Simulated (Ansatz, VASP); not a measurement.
## AgOs4: VASP beside Ansatz

```
Ag Os
1.0
    -2.84725    2.84725    2.84725
     2.84725   -2.84725    2.84725
     2.84725    2.84725   -2.84725
Ag Os
1 4
Direct
  0.00000 0.00000 0.00000
  0.00000 0.00000 0.50000
  0.50000 0.00000 0.00000
  0.50000 0.50000 0.50000
  0.00000 0.50000 0.00000
```

Change from the starting cell: species swapped into the NiHg4 type (Im-3m, No. 229).

Alike in both runs: task single point; functional PBE; k mesh 4 × 4 × 4; occupations gaussian, width 0.1 eV; collinear spin.

```csv
,VASP,Ansatz
version,VASP 6.6.1,Ansatz 0.2.0
potentials or method,"VASP PAW PBE potentials, release 64 (Ag, Os)","scalar-relativistic, plane waves, PAW"
plane-wave cutoff (eV),520,420
valence electrons in the cell,43,83
```

Ansatz gave:

- gap on the k mesh at the Fermi level (eV): none
- pressure (GPa): 0.4
- net moment per atom (μB): 0.00

Estimate VASP's values.

gap on the k mesh at the Fermi level (eV): none; pressure (GPa): -0.1; net moment per atom (μB): 0.00.

A gap of «none» marks a metal or a gap that the smearing closes. The two sets of potentials don't hold the same shells in valence. Ansatz warned: «seeded_moment_not_kept».

Caveats: the k mesh is coarse (spacing up to 0.39 Å⁻¹), so the values aren't converged. Spin-orbit coupling is left out, which matters for the levels of Os.
